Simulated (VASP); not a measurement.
Given:

```
CSi
1.0
    0.00000     2.16483     2.16483
    2.16483     0.00000     2.16483
    2.16483     2.16483     0.00000
Si C
1 1
Direct
  0.00000   0.00000   0.00000
  0.25000   0.25000   0.25000
```

Method: optB86b-vdW, VASP's PBE PAW potentials (set 64) (plane waves; VASP 6.6.1). Numerical set-up: 520 eV cut-off, 10×10×10 Γ-centred mesh, Gaussian smearing of 0.050 eV, potentials Si C.

**Question.** Give the stress tensor in GPa (positive for a compressed cell).

**Answer.** 
```
6.94  0.00  0.00
0.00  6.94  0.00
0.00  0.00  6.94
```
The pressure is its mean diagonal, 6.94 GPa.

The compound is SiC in the zinc blende structure. This cell is one point of a volume scan, at 0.97 of the reference volume.
